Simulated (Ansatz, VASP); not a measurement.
Given: the input of a run of VASP 6.6.1 on Ba2Tl5V3O12.

The input INCAR:

```
PREC = Accurate
ENCUT = 520
EDIFF = 1E-7
ISMEAR = -1
SIGMA = 0.05
LREAL = False
LASPH = True
NELM = 120
ALGO = Fast
ISIF = 2
LWAVE = False
LCHARG = False
ISPIN = 2
MAGMOM = 0 0 2 2 2 0 0 0 0 0 0 0 0 0 0 0 0 0 0 0 0 0
LORBIT = 10
LMAXMIX = 4
GGA = PE
KPAR = 4
```

Contents of KPOINTS:

```
regular mesh
0
Gamma
  4 4 4
```

The input POSCAR:

```
Ba2Tl5V3O12
1.0
    4.2369800000      2.4462200000      6.1284000000
   -4.2369800000      2.4462200000      6.1284000000
    0.0000000000     -4.8924400000      6.1284000000
Ba V Tl O
2 3 5 12
Direct
    0.5000000000      0.5000000000      0.5000000000
    0.0000000000      0.0000000000      0.0000000000
    0.5000000000      0.5000000000      0.0000000000
    0.0000000000      0.5000000000      0.5000000000
    0.5000000000      0.0000000000      0.5000000000
    0.0000000000      0.0000000000      0.5000000000
    0.5000000000      0.0000000000      0.0000000000
    0.0000000000      0.5000000000      0.0000000000
    0.7404500000      0.7404500000      0.7404500000
    0.2595500000      0.2595500000      0.2595500000
    0.7165200000      0.0808900000      0.4124200000
    0.4124200000      0.7165200000      0.0808900000
    0.0808900000      0.4124200000      0.7165200000
    0.5875700000      0.9191100000      0.2834800000
    0.9191100000      0.2834800000      0.5875700000
    0.2834800000      0.5875700000      0.9191100000
    0.2834800000      0.9191100000      0.5875700000
    0.5875700000      0.2834800000      0.9191100000
    0.9191100000      0.5875700000      0.2834800000
    0.4124200000      0.0808900000      0.7165200000
    0.0808900000      0.7165200000      0.4124200000
    0.7165200000      0.4124200000      0.0808900000
```

Potentials or basis: VASP PAW PBE potentials, release 64 (Ba_sv, V_sv, Tl_d, O).

Run with:

```sh
$ cat potpaw_PBE.64/Ba_sv/POTCAR potpaw_PBE.64/V_sv/POTCAR potpaw_PBE.64/Tl_d/POTCAR potpaw_PBE.64/O/POTCAR > POTCAR
$ mpirun -np 4 vasp_std > vasp.out
```

**Question.** Translate it to Ansatz 0.2.0. Potentials there: Ansatz PAW.

**Answer.** As run (the cutoff follows the program's own potentials):

input.yaml

```yaml
crystal:
  lattice:
    - [4.23698, 2.44622, 6.1284]
    - [-4.23698, 2.44622, 6.1284]
    - [0.0, -4.89244, 6.1284]
  atoms:
    - { symbol: Ba, position: [0.5, 0.5, 0.5] }
    - { symbol: Ba, position: [0.0, 0.0, 0.0] }
    - { symbol: V, position: [0.5, 0.5, 0.0], spin: 2.0 }
    - { symbol: V, position: [0.0, 0.5, 0.5], spin: 2.0 }
    - { symbol: V, position: [0.5, 0.0, 0.5], spin: 2.0 }
    - { symbol: Tl, position: [0.0, 0.0, 0.5] }
    - { symbol: Tl, position: [0.5, 0.0, 0.0] }
    - { symbol: Tl, position: [0.0, 0.5, 0.0] }
    - { symbol: Tl, position: [0.74045, 0.74045, 0.74045] }
    - { symbol: Tl, position: [0.25955, 0.25955, 0.25955] }
    - { symbol: O, position: [0.71652, 0.08089, 0.41242] }
    - { symbol: O, position: [0.41242, 0.71652, 0.08089] }
    - { symbol: O, position: [0.08089, 0.41242, 0.71652] }
    - { symbol: O, position: [0.58757, 0.91911, 0.28348] }
    - { symbol: O, position: [0.91911, 0.28348, 0.58757] }
    - { symbol: O, position: [0.28348, 0.58757, 0.91911] }
    - { symbol: O, position: [0.28348, 0.91911, 0.58757] }
    - { symbol: O, position: [0.58757, 0.28348, 0.91911] }
    - { symbol: O, position: [0.91911, 0.58757, 0.28348] }
    - { symbol: O, position: [0.41242, 0.08089, 0.71652] }
    - { symbol: O, position: [0.08089, 0.71652, 0.41242] }
    - { symbol: O, position: [0.71652, 0.41242, 0.08089] }
hamiltonian:
  xc: pbe
  pseudopotentials: { kind: paw }
magnetization:
  spin_polarized: true
kpoints:
  mp_grid: { grid: [4, 4, 4] }
scf:
  occupations: { method: fermi_dirac, width: 0.05 }
output:
  forces: true
  stress: true
  eigenvalues: true
  bader: true
  populations: true
```

Potentials or basis: Ansatz PAW.

The run is started by

```console
$ ansatz run input.yaml --threads 8 --pin off --max-ram 20480MiB --backend cpu --events-out ev --progress --plain --runs-dir out
```

Both were run:

|  | VASP | Ansatz | Ansatz less VASP |
| --- | --- | --- | --- |
| gap on the k mesh at the Fermi level (eV) | none | none | - |
| pressure (GPa) | 0.4 | 0.0 | -0.38 |
| largest component of the traceless stress (GPa) | 0.16 | 0.02 | -0.142 |
| rms of the force components (eV/Å) | 0.029 | 0.007 | -0.0217 |
| net moment per atom (μB) | 0.05 | 0.05 | 0.000 |
| size of the moment on the site where the two differ most (μB) | 0.34 | 0.23 | -0.106 |

Site moments also hang on the region over which each program counts them. Atom by atom the forces differ by 0.036 eV/Å (rms over components). A gap of «none» marks a metal or a gap that the smearing closes.

Caveats: semilocal functionals often make such compounds metallic where correlation or magnetic order opens a gap, which also shifts bond lengths; the pressure holds a Pulay correction of +0.4 GPa for the finite cutoff (Ansatz). With open d or f shells a metallic result of PBE can be an artefact of self-interaction; +U or a hybrid may open a gap. Spin-orbit coupling is left out, which matters for the levels of Ba, Tl.
